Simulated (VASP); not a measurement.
Crystal: La2O3.

```
La O
1.0
     3.92000    0.00000    0.00000
    -1.96000    3.39482    0.00000
     0.00000    0.00000    6.10000
La O
2 3
Direct
  0.33333 0.66667 0.24500
  0.66667 0.33333 0.75500
  0.00000 0.00000 0.00000
  0.33333 0.66667 0.64500
  0.66667 0.33333 0.35500
```

The cell was built by a generator and needn't be a form met in nature.

| Quantity | Value |
| --- | --- |
| Program | VASP 6.6.1 |
| Task | relaxation of cell and atoms |
| Functional | LDA |
| Potentials or basis | VASP PAW LDA potentials, release 64 (La, O) |
| Cutoff | 600 eV |
| k mesh | 8 × 8 × 6 |
| Occupations | gaussian, width 0.02 eV |
| Spin | no spin polarisation |

At the start: pressure -5.7 GPa; volume 16.24 Å³/atom.

How do energy, volume and symmetry change on relaxing?

Over 19 steps the energy falls by 13.1 meV/atom and the volume is 15.51 Å³/atom (-4.4 %); space group P-3m1 (No. 164, to 0.05 Å).

Step by step:
| step | energy change (eV) | largest force (eV/Å) | pressure (GPa) | volume (Å³) |
| --- | --- | --- | --- | --- |
| 1 | 0.0000 | 0.2864 | -5.74 | 81.18 |
| 2 | 0.0291 | 0.7650 | 7.95 | 74.53 |
| 3 | -0.0605 | 0.1539 | -0.18 | 78.07 |
| 4 | -0.0605 | 0.1663 | -0.05 | 78.01 |
| 5 | -0.0635 | 0.0454 | 0.06 | 77.77 |
| 6 | -0.0642 | 0.0666 | 0.14 | 77.59 |
| 7 | -0.0651 | 0.0561 | -0.11 | 77.67 |
| 8 | -0.0652 | 0.0517 | -0.22 | 77.71 |
| 9 | -0.0654 | 0.0537 | 0.23 | 77.48 |
| 10 | -0.0655 | 0.0343 | 0.13 | 77.54 |
| 11 | -0.0657 | 0.0252 | 0.03 | 77.55 |
| 12 | -0.0656 | 0.0134 | -0.01 | 77.56 |
| 13 | -0.0657 | 0.0153 | 0.01 | 77.56 |
| 14 | -0.0657 | 0.0088 | 0.01 | 77.56 |
| 15 | -0.0657 | 0.0135 | 0.01 | 77.56 |
| 16 | -0.0657 | 0.0101 | -0.03 | 77.57 |
| 17 | -0.0657 | 0.0076 | -0.03 | 77.57 |
| 18 | -0.0657 | 0.0091 | 0.00 | 77.57 |
| 19 | -0.0657 | 0.0036 | -0.04 | 77.57 |

Final structure:
```
CELL_PARAMETERS angstrom
3.88209 0.00000 0.00000
-1.94104 3.36199 0.00000
0.00000 0.00000 5.94304
ATOMIC_POSITIONS crystal
La 0.33333 0.66667 0.24374
La 0.66667 0.33333 0.75626
O 0.00000 0.00000 0.00000
O 0.33333 0.66667 0.64677
O 0.66667 0.33333 0.35323
```
